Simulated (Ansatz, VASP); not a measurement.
Two plane-wave programs on CsLi

The input INCAR:

```
PREC = Accurate
ENCUT = 600
EDIFF = 1E-7
ISMEAR = 0
SIGMA = 0.1
LREAL = False
LASPH = True
NELM = 100
ALGO = Normal
ISIF = 3
LWAVE = False
LCHARG = False
GGA = PE
IVDW = 12
IBRION = 2
NSW = 100
EDIFFG = -0.005
```

The input KPOINTS:

```
regular mesh
0
Gamma
  12 12 8
```

The input POSCAR:

```
CsLi
1.0
    3.8870801077      0.0000000000      0.0000000000
   -1.9435400538      3.3663101198      0.0000000000
    0.0000000000      0.0000000000      6.3635118280
Cs Li
1 1
Direct
    0.3333333333      0.6666666667      0.5000000000
    0.0000000000      0.0000000000      0.0000000000
```

Input for Ansatz:

```yaml
crystal:
  lattice:
    - [3.8870801077, 0.0, 0.0]
    - [-1.9435400538, 3.3663101198, 0.0]
    - [0.0, 0.0, 6.363511828]
  atoms:
    - { symbol: Cs, position: [0.3333333333, 0.6666666667, 0.5] }
    - { symbol: Li, position: [0.0, 0.0, 0.0] }
basis:
  ecutwfc: 420
kpoints:
  mp_grid: { grid: [12, 12, 8] }
hamiltonian:
  xc: pbe
  dispersion: d3bj
scf:
  occupations: { method: gaussian, width: 0.1 }
output:
  forces: true
  stress: true
  eigenvalues: true
relax:
  adjacent_minimum: "off"
  f_tol: 0.005
  max_steps: 80
  cell: { stress_tol: 0.05 }
```

The cell comes from a database or a generator and needn't be the stable form of this composition.

Alike in both runs: task relaxation of cell and atoms; functional PBE; dispersion D3(BJ); k mesh 12 × 12 × 8; occupations gaussian, width 0.1 eV; no spin polarisation.

|  | VASP | Ansatz |
| --- | --- | --- |
| version | VASP 6.6.1 | Ansatz 0.2.0 |
| potentials or method | VASP PAW PBE potentials, release 64 (Cs_sv, Li_sv) | scalar-relativistic, plane waves, PAW |
| plane-wave cutoff (eV) | 600 | 420 |
| valence electrons in the cell | 12 | 12 |

Ansatz gave:

* gap on the k mesh at the Fermi level, each at its own relaxed structure (eV): none
* relaxed volume (Å³/atom): 54.85
* relaxed cell length with the largest relative difference (Å): 4.464
* energy change over the relaxation (meV/atom): -60

Task: Which values does VASP return?

Result: gap on the k mesh at the Fermi level, each at its own relaxed structure (eV): none; relaxed volume (Å³/atom): 53.85; relaxed cell length with the largest relative difference (Å): 4.419; energy change over the relaxation (meV/atom): -58.

A gap of «none» marks a metal or a gap that the smearing closes.

Caveats: the cutoff is under 1.25 times the usual one of these potentials, so pressure, stress and relaxed cells hold a basis-set (Pulay) error (VASP); the volume moved by over 15 % at a fixed basis, so the end points are rough (VASP); pairwise dispersion overbinds metals, which lowers pressure and volume. Spin-orbit coupling is left out, which matters for the levels of Cs.
